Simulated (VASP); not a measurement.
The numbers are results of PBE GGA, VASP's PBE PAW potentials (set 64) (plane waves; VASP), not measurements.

Input for VASP

**INCAR**
```
# general
SYSTEM = Cl
PREC   = Accurate
ENCUT  = 300
LREAL  = .False.
LASPH  = .True.

# electronic loop
EDIFF  = 1E-6
NELM   = 100
ALGO   = Normal

# smearing
ISMEAR = 0
SIGMA  = 0.05

# functional
GGA    = PE

# ions
IBRION = 2
NSW    = 50
ISIF   = 3
EDIFFG = -0.01

# output
LWAVE  = .False.
LCHARG = .False.
```

KPOINTS:
```
kpoints
0
Gamma
5 5 2
```

POSCAR:
```
Cl
1
    2.2400000000    -3.1200000000     0.0000000000
    2.2400000000     3.1200000000     0.0000000000
    0.0000000000     0.0000000000     8.2600000000
Cl
4
Direct
  0.8885860000   0.8661970000   0.8915310000
  0.6156650000   0.6219550000   0.4021350000
  0.3850110000   0.3693160000   0.5998330000
  0.1107380000   0.1425320000   0.1065000000
```

POTCAR, in this order: Cl (PBE.64 set). Program: vasp_std.

Output

### OSZICAR
```
...
DAV:   3    -0.731880430213E+01    0.23829E-04   -0.42079E-05  1178   0.384E-02    0.236E-02
DAV:   4    -0.731879908401E+01    0.52181E-05   -0.10898E-05  1024   0.196E-02    0.136E-02
DAV:   5    -0.731879700541E+01    0.20786E-05   -0.58729E-07   526   0.626E-03    0.156E-03
DAV:   6    -0.731879685129E+01    0.15412E-06   -0.24204E-07   492   0.349E-03
  36 F= -.73187969E+01 E0= -.73187969E+01  d E =-.274870E-03
       N       E                     dE             d eps       ncg     rms          rms(c)
DAV:   1    -0.731903719737E+01   -0.24019E-03   -0.14126E-02   936   0.744E-01    0.141E-01
DAV:   2    -0.731892044513E+01    0.11675E-03   -0.77056E-04  1004   0.185E-01    0.438E-02
DAV:   3    -0.731888267236E+01    0.37773E-04   -0.68806E-05  1204   0.494E-02    0.284E-02
DAV:   4    -0.731887634383E+01    0.63285E-05   -0.11219E-05  1006   0.213E-02    0.173E-02
DAV:   5    -0.731887380375E+01    0.25401E-05   -0.11401E-06   538   0.889E-03    0.447E-03
DAV:   6    -0.731887328237E+01    0.52138E-06   -0.47950E-07   500   0.499E-03
  37 F= -.73188733E+01 E0= -.73188733E+01  d E =-.764311E-04
       N       E                     dE             d eps       ncg     rms          rms(c)
DAV:   1    -0.731888501564E+01   -0.11212E-04   -0.70598E-04   936   0.167E-01    0.326E-02
DAV:   2    -0.731887988162E+01    0.51340E-05   -0.38393E-05  1004   0.414E-02    0.103E-02
DAV:   3    -0.731887800697E+01    0.18746E-05   -0.35593E-06   948   0.113E-02    0.648E-03
DAV:   4    -0.731887743356E+01    0.57341E-06   -0.53699E-07   488   0.494E-03
  38 F= -.73188774E+01 E0= -.73188774E+01  d E =-.805823E-04
       N       E                     dE             d eps       ncg     rms          rms(c)
DAV:   1    -0.731887718429E+01    0.82268E-06   -0.27491E-05   964   0.330E-02    0.662E-03
DAV:   2    -0.731887703173E+01    0.15257E-06   -0.13562E-06   498   0.820E-03
  39 F= -.73188770E+01 E0= -.73188770E+01  d E =-.801804E-04
       N       E                     dE             d eps       ncg     rms          rms(c)
DAV:   1    -0.731887759683E+01   -0.41253E-06   -0.11270E-04   946   0.662E-02    0.132E-02
DAV:   2    -0.731887671712E+01    0.87971E-06   -0.62559E-06   992   0.166E-02
  40 F= -.73188767E+01 E0= -.73188767E+01  d E =-.798658E-04
       N       E                     dE             d eps       ncg     rms          rms(c)
DAV:   1    -0.731888944557E+01   -0.11849E-04   -0.11511E-03   936   0.202E-01    0.444E-02
DAV:   2    -0.731888866594E+01    0.77964E-06   -0.57009E-05  1208   0.520E-02    0.103E-02
DAV:   3    -0.731888699996E+01    0.16660E-05   -0.25144E-06   784   0.105E-02    0.685E-03
DAV:   4    -0.731888626538E+01    0.73458E-06   -0.13522E-06   510   0.773E-03
  41 F= -.73188863E+01 E0= -.73188863E+01  d E =-.954826E-05
       N       E                     dE             d eps       ncg     rms          rms(c)
DAV:   1    -0.731888860579E+01   -0.16058E-05   -0.44336E-04   936   0.125E-01    0.285E-02
DAV:   2    -0.731888886318E+01   -0.25739E-06   -0.21895E-05  1212   0.322E-02    0.606E-03
DAV:   3    -0.731888834381E+01    0.51937E-06   -0.90154E-07   516   0.645E-03
  42 F= -.73188883E+01 E0= -.73188883E+01  d E =-.116267E-04
       N       E                     dE             d eps       ncg     rms          rms(c)
DAV:   1    -0.731888632887E+01    0.25343E-05   -0.17414E-03   936   0.247E-01    0.558E-02
DAV:   2    -0.731888595375E+01    0.37511E-06   -0.84699E-05  1206   0.632E-02    0.124E-02
DAV:   3    -0.731888373510E+01    0.22187E-05   -0.37729E-06   996   0.125E-02    0.809E-03
DAV:   4    -0.731888291028E+01    0.82482E-06   -0.12947E-06   510   0.756E-03
  43 F= -.73188829E+01 E0= -.73188829E+01  d E =-.619316E-05
       N       E                     dE             d eps       ncg     rms          rms(c)
DAV:   1    -0.731889048076E+01   -0.67457E-05   -0.10455E-03   936   0.191E-01    0.426E-02
DAV:   2    -0.731888886758E+01    0.16132E-05   -0.50889E-05  1192   0.494E-02    0.885E-03
DAV:   3    -0.731888739086E+01    0.14767E-05   -0.21837E-06   774   0.979E-03    0.538E-03
DAV:   4    -0.731888732235E+01    0.68513E-07   -0.10180E-06   472   0.669E-03
  44 F= -.73188873E+01 E0= -.73188873E+01  d E =-.106052E-04
       N       E                     dE             d eps       ncg     rms          rms(c)
DAV:   1    -0.731889812110E+01   -0.10730E-04   -0.11607E-03   936   0.204E-01    0.352E-02
DAV:   2    -0.731889986457E+01   -0.17435E-05   -0.56816E-05  1204   0.510E-02    0.886E-03
DAV:   3    -0.731889874735E+01    0.11172E-05   -0.13451E-06   576   0.859E-03    0.540E-03
DAV:   4    -0.731889830383E+01    0.44352E-06   -0.15068E-06   512   0.827E-03
  45 F= -.73188983E+01 E0= -.73188983E+01  d E =-.109815E-04
       N       E                     dE             d eps       ncg     rms          rms(c)
DAV:   1    -0.731890629649E+01   -0.75491E-05   -0.50884E-03   936   0.428E-01    0.746E-02
DAV:   2    -0.731891281743E+01   -0.65209E-05   -0.25097E-04  1206   0.107E-01    0.187E-02
DAV:   3    -0.731890784934E+01    0.49681E-05   -0.67534E-06  1084   0.181E-02    0.118E-02
DAV:   4    -0.731890611146E+01    0.17379E-05   -0.42399E-06   958   0.132E-02    0.420E-03
DAV:   5    -0.731890578023E+01    0.33124E-06   -0.31137E-07   500   0.446E-03
  46 F= -.73189058E+01 E0= -.73189058E+01  d E =-.184579E-04
       N       E                     dE             d eps       ncg     rms          rms(c)
DAV:   1    -0.731891729310E+01   -0.11182E-04   -0.63091E-04   936   0.152E-01    0.182E-02
DAV:   2    -0.731891662821E+01    0.66489E-06   -0.30518E-05  1174   0.372E-02    0.700E-03
DAV:   3    -0.731891565992E+01    0.96829E-06   -0.10345E-06   544   0.711E-03
  47 F= -.73189157E+01 E0= -.73189157E+01  d E =-.987969E-05
       N       E                     dE             d eps       ncg     rms          rms(c)
DAV:   1    -0.731895493825E+01   -0.38310E-04   -0.55713E-03   936   0.452E-01    0.537E-02
DAV:   2    -0.731894577964E+01    0.91586E-05   -0.26879E-04  1174   0.110E-01    0.215E-02
DAV:   3    -0.731893709207E+01    0.86876E-05   -0.10092E-05  1070   0.210E-02    0.136E-02
DAV:   4    -0.731893434664E+01    0.27454E-05   -0.51457E-06   980   0.142E-02    0.615E-03
DAV:   5    -0.731893369696E+01    0.64968E-06   -0.32578E-07   504   0.439E-03
  48 F= -.73189337E+01 E0= -.73189337E+01  d E =-.279167E-04
       N       E                     dE             d eps       ncg     rms          rms(c)
DAV:   1    -0.731901185851E+01   -0.77512E-04   -0.22599E-02   936   0.911E-01    0.108E-01
DAV:   2    -0.731897546553E+01    0.36393E-04   -0.10903E-03  1174   0.222E-01    0.424E-02
DAV:   3    -0.731894128671E+01    0.34179E-04   -0.40520E-05  1086   0.419E-02    0.263E-02
DAV:   4    -0.731893192288E+01    0.93638E-05   -0.19989E-05  1092   0.279E-02    0.121E-02
DAV:   5    -0.731893057685E+01    0.13460E-05   -0.12377E-06   536   0.854E-03    0.398E-03
DAV:   6    -0.731893023848E+01    0.33838E-06   -0.35955E-07   498   0.439E-03
  49 F= -.73189302E+01 E0= -.73189302E+01  d E =-.244582E-04
       N       E                     dE             d eps       ncg     rms          rms(c)
DAV:   1    -0.731896532945E+01   -0.34753E-04   -0.72768E-03   936   0.517E-01    0.610E-02
DAV:   2    -0.731895149168E+01    0.13838E-04   -0.35275E-04  1170   0.126E-01    0.240E-02
DAV:   3    -0.731894056300E+01    0.10929E-04   -0.12867E-05  1082   0.237E-02    0.149E-02
DAV:   4    -0.731893857459E+01    0.19884E-05   -0.65281E-06   986   0.160E-02    0.677E-03
DAV:   5    -0.731893927009E+01   -0.69550E-06   -0.39983E-07   496   0.485E-03
  50 F= -.73189393E+01 E0= -.73189393E+01  d E =-.334899E-04
```

**OUTCAR**
```
------------------------ aborting loop because EDIFF is reached ----------------------------------------
  FORCE on cell =-STRESS in cart. coord.  units (eV):
  Direction    XX          YY          ZZ          XY          YZ          ZX
  --------------------------------------------------------------------------------------
  Total       -0.0055991     -0.0126999     -0.0223094      0.0003838     -0.0018030     -0.0241501
  in kB       -0.0766892     -0.1739456     -0.3055640      0.0052573     -0.0246956     -0.3307751
  external PRESSURE =      -0.1853996 kB  Pullay stress =       0.0000000 kB
  volume of cell :      116.98
      direct lattice vectors                 reciprocal lattice vectors
     2.190698252 -3.252407241 -0.001335812     0.228246367 -0.153726498  0.000068775
     2.189999485  3.251615826  0.001283438     0.228301919  0.153775521 -0.000002498
    -0.001192207  0.001903397  8.211085590     0.000001447 -0.000049045  0.121786588
 POSITION                                       TOTAL-FORCE (eV/Angst)
 -----------------------------------------------------------------------------------
      3.87964      0.00652      7.34306         0.006714     -0.001052      0.013134
      2.69024     -0.00249      3.23896         0.004651     -0.001752     -0.011746
      1.66977     -0.01189      4.97214        -0.005601      0.005812      0.011549
      0.51936      0.01009      0.86790        -0.005764     -0.003007     -0.012937
 -----------------------------------------------------------------------------------
    total drift:                               -0.000028     -0.000139     -0.000198
  FREE ENERGIE OF THE ION-ELECTRON SYSTEM (eV)
  ---------------------------------------------------
  free  energy   TOTEN  =        -7.3189392701 eV

  energy  without entropy=       -7.3189392701  energy(sigma->0) =       -7.31893927
```
(Selected blocks of OUTCAR.)

File CONTCAR:
```
Cl
   1.00000000000000
     2.1906982523827088   -3.2524072408788087   -0.0013358115276411
     2.1899994849504862    3.2516158263829644    0.0012834383943398
    -0.0011922068065815    0.0019033969432952    8.2110855898604189
  Cl
     4
Direct
     0.8850174964757236    0.8867132132979435    0.8942911215320133
     0.6146432504005466    0.6137949822481116    0.3944663189291293
     0.3832880893083796    0.3793703259097826    0.6055424987110224
     0.1170511638153429    0.1201214785441627    0.1056990608278306
```

File stdout:
```
...
DAV:   3    -0.731891565992E+01    0.96829E-06   -0.10345E-06   544   0.711E-03
  47 F= -.73189157E+01 E0= -.73189157E+01  d E =-.987969E-05
 ZBRENT: can't locate minimum, use default step
 trial-energy change:   -0.000010  1 .order   -0.000010   -0.000010   -0.000011
 step:   0.5819(harm=  0.5819)  dis= 0.00126  next Energy=    -7.318952 (dE=-0.465E-04)
 bond charge predicted
       N       E                     dE             d eps       ncg     rms          rms(c)
DAV:   1    -0.731895493825E+01   -0.38310E-04   -0.55713E-03   936   0.452E-01    0.537E-02
DAV:   2    -0.731894577964E+01    0.91586E-05   -0.26879E-04  1174   0.110E-01    0.215E-02
DAV:   3    -0.731893709207E+01    0.86876E-05   -0.10092E-05  1070   0.210E-02    0.136E-02
DAV:   4    -0.731893434664E+01    0.27454E-05   -0.51457E-06   980   0.142E-02    0.615E-03
DAV:   5    -0.731893369696E+01    0.64968E-06   -0.32578E-07   504   0.439E-03
  48 F= -.73189337E+01 E0= -.73189337E+01  d E =-.279167E-04
 curvature:  -2.09 expect dE=-0.701E-04 dE for cont linesearch -0.537E-05
 ZBRENT: increasing intervall
 opt :   1.4548  next Energy=    -7.318919 (dE=-0.131E-04)
 bond charge predicted
       N       E                     dE             d eps       ncg     rms          rms(c)
DAV:   1    -0.731901185851E+01   -0.77512E-04   -0.22599E-02   936   0.911E-01    0.108E-01
DAV:   2    -0.731897546553E+01    0.36393E-04   -0.10903E-03  1174   0.222E-01    0.424E-02
DAV:   3    -0.731894128671E+01    0.34179E-04   -0.40520E-05  1086   0.419E-02    0.263E-02
DAV:   4    -0.731893192288E+01    0.93638E-05   -0.19989E-05  1092   0.279E-02    0.121E-02
DAV:   5    -0.731893057685E+01    0.13460E-05   -0.12377E-06   536   0.854E-03    0.398E-03
DAV:   6    -0.731893023848E+01    0.33838E-06   -0.35955E-07   498   0.439E-03
  49 F= -.73189302E+01 E0= -.73189302E+01  d E =-.244582E-04
 curvature:   5.78 expect dE= 0.906E-03 dE for cont linesearch  0.255E-04
 ZBRENT: bracketing found
 ZBRENT: interpolating
 opt :   0.9597  next Energy=    -7.318939 (dE=-0.333E-04)
 bond charge predicted
       N       E                     dE             d eps       ncg     rms          rms(c)
DAV:   1    -0.731896532945E+01   -0.34753E-04   -0.72768E-03   936   0.517E-01    0.610E-02
DAV:   2    -0.731895149168E+01    0.13838E-04   -0.35275E-04  1170   0.126E-01    0.240E-02
DAV:   3    -0.731894056300E+01    0.10929E-04   -0.12867E-05  1082   0.237E-02    0.149E-02
DAV:   4    -0.731893857459E+01    0.19884E-05   -0.65281E-06   986   0.160E-02    0.677E-03
DAV:   5    -0.731893927009E+01   -0.69550E-06   -0.39983E-07   496   0.485E-03
  50 F= -.73189393E+01 E0= -.73189393E+01  d E =-.334899E-04
 curvature:  -1.23 expect dE=-0.743E-04 dE for cont linesearch -0.188E-07
 trial: gam= 0.82857 g(F)=  0.381E-04 g(S)=  0.225E-04 ort =-0.222E-05 (trialstep = 0.308E+00)
 search vector abs. value=  0.276E-03
```

Convergence was not reached.

The run did not end as a converged relaxation. At this cut-off the stress carries a Pulay error, which pulls relaxed volumes low.

The structure is a typed Cl crystal. In the starting cell atoms are displaced from their ideal sites. This run relaxes it. The run is one of a series of settings (EDIFFG = -0.01, IBRION = 2, ISIF = 3, NSW = 50 against the base run), some of them coarse on purpose.
